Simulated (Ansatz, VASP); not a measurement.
## Hf (Hf strained to the junction's net): VASP beside Ansatz

Wanted: the spread between two codes on one cell, functional and k mesh. The structure shown is the end of the Ansatz relaxation below.

Method: plane waves, with VASP 6.6.1 beside it; single point at PBE with D3(BJ), in Ansatz 0.2.0.

## 1. Starting point

Symmetry: P6_3/mmc, No. 194, hexagonal system. The conventional cell has a = 3.170 Å, b = 3.170 Å, c = 5.024 Å, α = 90.00°, β = 90.00°, γ = 120.00°. Hf has 12 Hf at 3.11 to 3.17 Å nearest.

As a file:

```cif
data_structure
_symmetry_space_group_name_H-M 'P6_3/mmc'
_symmetry_Int_Tables_number 194
_cell_length_a 3.1700
_cell_length_b 3.1700
_cell_length_c 5.0245
_cell_angle_alpha 90.000
_cell_angle_beta 90.000
_cell_angle_gamma 120.000
_cell_volume 43.73
loop_
_atom_site_label
_atom_site_type_symbol
_atom_site_symmetry_multiplicity
_atom_site_Wyckoff_symbol
_atom_site_fract_x
_atom_site_fract_y
_atom_site_fract_z
_atom_site_occupancy
Hf1 Hf 2 d 0.33333 0.66667 0.75000 1
```

## 2. Ansatz: relaxation, PBE with D3(BJ)

Ansatz runs on its default PAW (the set named soft_2) files.

This run makes the geometry at which the two programs are then compared.

Contents of input.yaml:

```yaml
crystal:
  lattice:
    - [3.17, 0.0, 0.0]
    - [-1.585, 2.74530053, 0.0]
    - [0.0, 0.0, 5.083140625]
  atoms:
    - { symbol: Hf, position: [0.0, 0.0, 0.0] }
    - { symbol: Hf, position: [0.3333333333, 0.6666666667, 0.5] }
kpoints:
  mp_grid: { grid: [12, 12, 6] }
scf:
  occupations: { method: fermi_dirac, width: 0.1 }
  max_iter: 150
hamiltonian:
  xc: pbe
  dispersion: d3bj
relax:
  f_tol: 0.01
  max_steps: 40
  cell: { fix: [a, b, angles] }
```

Started as:

```
$ ansatz run input.yaml --threads 4 --pin off --max-ram 12288MiB --backend cpu --events-out ev --progress --plain --runs-dir out
```

Numbers of over 12 decimals in the logs are rounded to 6 here.

The log of the run:

```text
Engine: ansatz 0.2.0, aarch64-unknown-linux-gnu
Pseudopotentials: kind: paw
Pseudopotential: Hf, paw, valence charge 26, recommended cutoff 420 eV (normal), Hf.paw.azcp
Functional definition: PBE
  parameter kappa = 0.804
  parameter beta = 0.066725
  exchange = pbe_x(kappa = kappa, mu = beta*pi^2/3)
  correlation = pbe_c(beta = beta)
Crystal: 2 atoms, lattice volume = 44.237 Å³
Basis set: ecut = 420 eV, 857 PW (Γ), exchange–correlation on 48×48×72 points (8 copies of the dense FFT grid, shifted against one another)
Bands: 32, of which v1, the nominal top of the filled ones, is band 26 counted from 1 (25 counted from 0)
Symmetry: 24 space group operations
Space group: P63/mmc (ITA 194), of the structure as read, at distance tolerance 3.5e-5 Å
k-points: 76 of 864
Non-local potential: Hf, projectors of the file, l = 0: 3, l = 1: 2, l = 2: 2, l = 3: 3
PAW form: soft (Blöchl's): semilocal exchange-correlation on the pseudo side does not see the compensation charge
PAW one-centre angular grid: Hf, 590 points (default); XC on 64 Gauss nodes
Initial density: superposition of atomic densities (neutral atoms: chi_scale 0, normalization atom), corrected by the library's trained network
Initial wavefunctions: pseudopotential atomic-orbital guess
Functional: x = pbe(κ = 0.804, μ = 0.219515), c = pbe(β = 0.066725)
SCF iter   1: F=—  HF=-31443.654425 eV  |F-HF|=—  |Δ(HF+E_count)|=         —  Δρ=2.90e-3  dr2=1.78e-3  ethr=1.77e-3  ⟨swp⟩=4.4  Hψ=7997  notcnv=0
preconditioner: auto → Kerker (q_TF=auto, 2.803 Å⁻¹)  [metal: Δε(μ)=0.027 eV  Ē_g=17.573 eV  σ=0.100 eV  W_gap=0.07  n_scr=22 (ndim 8)  ℏωp=38.7 eV  f_vac=0.000  D(μ)=1.66/eV (n_scr^D=22)]
SCF iter   2: F=—  HF=-31443.654691 eV  |F-HF|=—  |Δ(HF+E_count)|=   2.67e-4  Δρ=1.83e-3  dr2=7.83e-4  ethr=3.42e-6  ⟨swp⟩=2.2  Hψ=4128  notcnv=0
SCF iter   3: F=—  HF=-31443.654919 eV  |F-HF|=—  |Δ(HF+E_count)|=   2.28e-4  Δρ=3.17e-4  dr2=4.08e-5  ethr=1.50e-6  ⟨swp⟩=3.0  Hψ=4459  notcnv=0
SCF iter   4: F=—  HF=-31443.654915 eV  |F-HF|=—  |Δ(HF+E_count)|=   4.54e-6  Δρ=1.88e-4  dr2=8.40e-6  ethr=7.84e-8  ⟨swp⟩=2.0  Hψ=4414  notcnv=0
SCF iter   5: F=—  HF=-31443.654913 eV  |F-HF|=—  |Δ(HF+E_count)|=   1.11e-6  Δρ=5.00e-5  dr2=5.41e-7  ethr=1.61e-8  ⟨swp⟩=2.0  Hψ=3796  notcnv=0
SCF iter   6: F=-31443.654914 eV  HF=-31443.654914 eV  |F-HF|=3.99e-9  |Δ(HF+E_count)|=   4.77e-7  Δρ=1.29e-5  dr2=3.68e-8  ethr=1.92e-10  ⟨swp⟩=5.2  Hψ=10227  notcnv=0
SCF 1 converged in 6 iterations: F = -31443.654914 eV  dr2 = 3.68e-8
  greatest PAW one-centre occupation: 0.998 electrons in one spin orbital (limit 2), on the Hf atom at site 1 (counted from 0), in its partial waves of l = 0
relax step   1: F+E_penalty+E_count = -31443.65491391 eV  Δ(F+E_penalty+E_count) = +0.000e0 eV  max|allowed force component| = 2.776e-17 eV/Å  Δτ_max = 0.0000 Å  P = -1.323 GPa  Ω = 44.237 Å³  fix = [a, b, alpha, beta, gamma]  reactions: a -0.823, b -0.823 GPa  (6 SCF iters, dr2 threshold 1.00e-7 eV, accepted)
[...]
relax step   2: F+E_penalty+E_count = -31443.65608176 eV  Δ(F+E_penalty+E_count) = -1.168e-3 eV  max|allowed force component| = 2.961e-16 eV/Å  Δτ_max = 0.0000 Å  P = +1.155 GPa  Ω = 43.288 Å³  energy of the carried Pulay correction = +2.735e-4 eV  fix = [a, b, alpha, beta, gamma]  reactions: a +0.681, b +0.681 GPa  (6 SCF iters, dr2 threshold 2.00e-7 eV, accepted)
[...]
relax step   3: F+E_penalty+E_count = -31443.65879380 eV  Δ(F+E_penalty+E_count) = -2.712e-3 eV  max|allowed force component| = 4.626e-17 eV/Å  Δτ_max = 0.0000 Å  P = -0.058 GPa  Ω = 43.739 Å³  energy of the carried Pulay correction = +1.428e-4 eV  fix = [a, b, alpha, beta, gamma]  reactions: a -0.056, b -0.056 GPa  (5 SCF iters, dr2 threshold 2.00e-7 eV, accepted)
[...]
relax step   4: F+E_penalty+E_count = -31443.65879999 eV  Δ(F+E_penalty+E_count) = -6.189e-6 eV  max|allowed force component| = 2.961e-16 eV/Å  Δτ_max = 0.0000 Å  P = -0.025 GPa  Ω = 43.726 Å³  energy of the carried Pulay correction = +1.465e-4 eV  fix = [a, b, alpha, beta, gamma]  reactions: a -0.036, b -0.036 GPa  (4 SCF iters, dr2 threshold 9.31e-9 eV, accepted)
[...]
relax step   5: F+E_penalty+E_count = -31443.65865496 eV  Δ(F+E_penalty+E_count) = +1.450e-4 eV  max|allowed force component| = 3.053e-16 eV/Å  Δτ_max = 0.0000 Å  P = -0.025 GPa  Ω = 43.726 Å³  fix = [a, b, alpha, beta, gamma]  reactions: a -0.036, b -0.036 GPa  stress off target by 4.08e-3 GPa on what of the cell is left free  SCF on the basis re-selected at this cell (its energy is not comparable with the rows above)  (6 SCF iters)
basis re-selected at this cell: Δ(F+E_penalty+E_count) = +1.450e-4 eV, ΔP = -0.001 GPa vs the last step (what re-selecting the basis moved, of the pressure what is left beyond the Pulay correction that the steps carried, after the strain that the cell walked since its last selection, with what the two solves' SCF thresholds leave and, on support functions, any second-order correction that the steps lacked; it is no m [...]
SCF converged after 6 iterations
Free energy (F): -31443.658655 eV
Harris-Foulkes:  -31443.658655 eV  (|F-HF|=2.18e-11)
Internal energy: -31443.602170 eV  (E = F + TS)
E sigma→0 (E₀):  -31443.630412 eV
Entropy (-TS):   -0.056485 eV (-28.243 meV/atom)
Fermi energy:    20.400177 eV
--- Per-component energies (eV) ---
  E_band       = 101.338326
  E_kinetic    = 850.437146
  E_local      = -10019.314165  (includes V_loc(G=0)·N_el)
  E_nonlocal   = -2488.455387
  E_hartree    = 4724.758142
  E_xc         = -601.044540
  E_vxc        = -533.467619  (∫ρ·V_xc dr)
  E_paw        = -13856.139411  (= ΣΔE_a)
  E_vpaw       = 2842.622087  (= ΣTr[D̂ρ^β])
  E_aug_tail   = -0.000002  (compensation charges beyond the density's cutoff)
  E_ewald      = -10052.921217
  E_disp       = -0.922736  (pairwise vdW)
  E_smearing   = -0.056485  (= −TS)
  E_closure    = 0.000000  (closes the sum)
  Σ components = -31443.658655   (vs F -31443.658655, Δ=0.00e0)
--- Forces (eV/Å), atoms counted from 1 ---
  atom   1  Hf     0.00000000     0.00000000     0.00000000
  atom   2  Hf     0.00000000    -0.00000000     0.00000000
  max |Σ_I F_I| component: 3.70e-17 eV/Å
--- Stress (GPa, compression-positive) ---
       -0.035845       0.000000       0.000000
       -0.000000      -0.035845       0.000000
        0.000000       0.000000      -0.004084
  P = ⅓ Tr σ = -0.0253 GPa (-0.253 kbar)
--- Relaxed structure (4 steps of the walk, 4 accepted, 1 SCFs on fresh bases) ---
  F+E_penalty+E_count = -31443.65865496 eV   max|allowed force component| = 3.053e-16 eV/Å   (the final SCF, on the basis selected at the relaxed cell)
  cell:  # Å, volume = 43.7262 Å³
    - [3.170000, 0, 0.0]
    - [-1.585000, 2.745301, 0.0]
    - [0.0, 0.0, 5.024492]
  atoms:
    - { symbol: Hf, position: [9.25185853962003e-18, -5.08852219630634e-17, 0.0] }
    - { symbol: Hf, position: [0.333333, 0.666667, 0.5] }
```

## 3. VASP: single point, PBE with D3(BJ)

The same cell, functional, mesh and smearing now go to VASP, with its own data sets.

Lines of VASP's logs that name or quote its potential files are left out, and so is its time.

Contents of INCAR:

```
SYSTEM = Hf
PREC = Accurate
ENCUT = 500
EDIFF = 1E-06
NELM = 120
ISMEAR = -1
SIGMA = 0.1
LREAL = .FALSE.
ALGO = Normal
GGA = PE
IVDW = 12
NBANDS = 16
LASPH = .TRUE.
LORBIT = 11
LWAVE = .FALSE.
LCHARG = .FALSE.
ISIF = 2
GGA_COMPAT = .FALSE.
```

Contents of POSCAR:

```
Hf
1.0
    3.1700000000      0.0000000000      0.0000000000
   -1.5850000000      2.7453005300      0.0000000000
    0.0000000000      0.0000000000      5.0244922571
Hf
2
Direct
    0.0000000000      0.0000000000      0.0000000000
    0.3333333333      0.6666666667      0.5000000000
```

Contents of KPOINTS:

```
Automatic mesh
0
Gamma
12 12 6
0 0 0
```

The projector-augmented-wave data sets are Hf_pv (PBE family, release 64).

Started as:

```
$ mpirun -np 1 vasp_std
```

The log of the run:

```text
[banner, memory and clock lines left out]
running    1 mpi-ranks, on    1 nodes
 distrk:  each k-point on    1 cores,    1 groups
 distr:  one band on    1 cores,    1 groups

 POSCAR found type information on POSCAR Hf
 POSCAR found :  1 types and       2 ions
 LDA part: xc-table for (Slater+PW92), standard interpolation
 POSCAR, INCAR and KPOINTS ok, starting setup
 FFT: planning ... GRIDC
 FFT: planning ... GRID_SOFT
 FFT: planning ... GRID
 WAVECAR not read
 entering main loop
       N       E                     dE             d eps       ncg     rms          rms(c)
DAV:   1     0.478108354923E+02    0.47811E+02   -0.11090E+04  2448   0.115E+03
DAV:   2    -0.189423515069E+02   -0.66753E+02   -0.65365E+02  3208   0.249E+02
DAV:   3    -0.205383220160E+02   -0.15960E+01   -0.15872E+01  3232   0.267E+01
DAV:   4    -0.205506810472E+02   -0.12359E-01   -0.12357E-01  2952   0.289E+00
DAV:   5    -0.205508439308E+02   -0.16288E-03   -0.16287E-03  3248   0.270E-01    0.662E+01
DAV:   6    -0.200496137731E+02    0.50123E+00   -0.46607E-01  2912   0.470E+00    0.393E+01
DAV:   7    -0.198743307261E+02    0.17528E+00   -0.79127E-01  2952   0.587E+00    0.185E+00
DAV:   8    -0.198646345731E+02    0.96962E-02   -0.50523E-02  2832   0.155E+00    0.341E-01
DAV:   9    -0.198647424964E+02   -0.10792E-03   -0.10828E-03  3344   0.244E-01    0.192E-01
DAV:  10    -0.198647295442E+02    0.12952E-04   -0.55700E-05  2896   0.532E-02    0.228E-01
DAV:  11    -0.198647331221E+02   -0.35778E-05   -0.60899E-06  3088   0.190E-02    0.117E-02
DAV:  12    -0.198647331761E+02   -0.54037E-07   -0.41062E-07  1800   0.467E-03
   1 F= -.20787091E+02 E0= -.20758845E+02  d E =-.564928E-01
```

From OUTCAR (step 3):

```text
ion  position               nearest neighbor table
   1  0.000  0.000  0.000-   2 3.11   2 3.11   2 3.11   2 3.11   2 3.11   2 3.11
   2  0.333  0.667  0.500-   1 3.11   1 3.11   1 3.11   1 3.11   1 3.11   1 3.11

  LATTYP: Found a hexagonal cell.
 ALAT       =     3.1700000000
 C/A-ratio  =     1.5850133303

 Subroutine GETGRP returns: Found 24 space group operations
 (whereof 12 operations were pure point group operations)

The static configuration has the point symmetry D_3h.
 The point group associated with its full space group is D_6h.

 Found     76 irreducible k-points:

   k-points           NKPTS =     76   k-points in BZ     NKDIM =     76   number of bands    NBANDS=     16

   dimension x,y,z NGX =    24 NGY =   24 NGZ =   40
   dimension x,y,z NGXF=    48 NGYF=   48 NGZF=   80

   ENCUT  =  500.0 eV  36.75 Ry    6.06 a.u.   5.78  5.78  9.16*2*pi/ulx,y,z

   NELECT =      20.0000    total number of electrons

 k-points in reciprocal lattice and weights: Automatic mesh
   0.00000000  0.00000000  0.00000000       0.001
   0.08333333  0.00000000  0.00000000       0.007
   0.16666667  0.00000000  0.00000000       0.007
   0.25000000  0.00000000  0.00000000       0.007
   0.33333333  0.00000000  0.00000000       0.007
   0.41666667  0.00000000  0.00000000       0.007
   0.50000000  0.00000000  0.00000000       0.003
   0.08333333  0.08333333  0.00000000       0.007
   0.16666667  0.08333333  0.00000000       0.014
[...]
0.33333333  0.25000000  0.50000000       0.014
   0.33333333  0.33333333  0.50000000       0.002

 average (electrostatic) potential at core
       1 -37.1443       2 -37.1443

 E-fermi :   5.0664

 k-point     1 :       0.0000    0.0000    0.0000
  band No.  band energies     occupation
    ...
      4     -25.0386      2.00000
      5     -25.0382      2.00000
      6     -25.0382      2.00000
      7      -2.3804      2.00000
      8       1.2936      2.00000
      9       5.7897      0.00144
     10       6.2691      0.00001
     11       6.2691      0.00001
     12       6.5376      0.00000
     13       7.1116      0.00000
    ...

 k-point     2 :       0.0833    0.0000    0.0000
  band No.  band energies     occupation
    ...
      4     -25.0823      2.00000
      5     -25.0474      2.00000
      6     -25.0438      2.00000
      7      -2.1644      2.00000
      8       1.5063      2.00000
      9       5.4987      0.02618
     10       5.7527      0.00209
     11       6.4730      0.00000
     12       6.8440      0.00000
     13       6.9651      0.00000
    ...

 k-point     3 :       0.1667    0.0000    0.0000
  band No.  band energies     occupation
    ...
      6     -25.0601      2.00000
      7      -1.5494      2.00000
      8       2.0713      2.00000
      9       4.8007      1.86893
     10       5.0406      1.12847
     11       6.3247      0.00001
     12       7.0311      0.00000
     13       7.0734      0.00000
     14       7.1232      0.00000
     15       7.5063      0.00000
    ...

 Edisp (eV)   -0.92236

  Total      -0.12096    -0.12096    -0.14328    -0.00000     0.00000     0.00000
  in kB      -4.43208    -4.43208    -5.24997    -0.00000     0.00000     0.00000
  external pressure =       -4.70 kB  Pullay stress =        0.00 kB

  energy-cutoff  :      500.00
  volume of cell :       43.73
      direct lattice vectors                 reciprocal lattice vectors
     3.170000000  0.000000000  0.000000000     0.315457413  0.182129422  0.000000000
    -1.585000000  2.745300530  0.000000000     0.000000000  0.364258845  0.000000000
     0.000000000  0.000000000  5.024492257     0.000000000  0.000000000  0.199025085

 POSITION                                       TOTAL-FORCE (eV/Angst)
 -----------------------------------------------------------------------------------
      0.00000      0.00000      0.00000         0.000000     -0.000000      0.000000
     -0.00000      1.83020      2.51225        -0.000000      0.000000      0.000000
 -----------------------------------------------------------------------------------
    total drift:                                0.000000     -0.000000     -0.000000

  FREE ENERGIE OF THE ION-ELECTRON SYSTEM (eV)
  ---------------------------------------------------
  free  energy   TOTEN  =       -20.7870914527 eV

  energy  without entropy=      -20.7305986255  energy(sigma->0) =      -20.75884504

 total charge
# of ion       s       p       d       tot
------------------------------------------
    1        0.399   6.397   1.576   8.372
    2        0.399   6.397   1.576   8.372
--------------------------------------------------
tot          0.798  12.794   3.152  16.743

[... 3 further parts left out ...]
```

Harder data sets than Hf_pv exist (the GW ones), and pressures, volumes and forces can shift noticeably with them. Dispersion corrections of this kind ignore metallic screening and tend to overbind metals.

## 4. Side by side

Known differences besides the potentials themselves: the data sets hold 52 valence electrons in Ansatz (on its default PAW (the set named soft_2) files) and 20 in VASP; the cutoff is 420 eV in Ansatz and 500 eV in VASP; Ansatz's pressure holds a Pulay correction, VASP's none. Total energies have different zeros and are not compared.

Both answers:

```tsv
quantity	Ansatz	VASP	difference
pressure (GPa)	-0.03	-0.47	+0.45
```

## 5. What came out

```yaml
difference_in_pressure_single_point_pbe_with_d3_bj: 0.45 GPa
```

In words: The difference in pressure is 0.45 GPa (single point, PBE with D3(BJ)), within the 1 GPa picked in this series as the mark of a large difference. The data sets hold unlike numbers of valence electrons (52 in Ansatz and 20 in VASP), so part of the differences comes from the potentials. How closely two codes agree says nothing of how well the functional describes the real material.

[Lines on the potential files, build, host, timing and source positions are cut from VASP's logs without a mark.]

[Logs are printed without paths, hosts, clocks, repeated set-up lines and the standing remarks that a program may print on its own settings, such as how far it seeks lower states.]

[Hosts, paths, dates, database ids (printed as entryN), source tags and the programs' standing remarks are cut or masked in the printed files.]
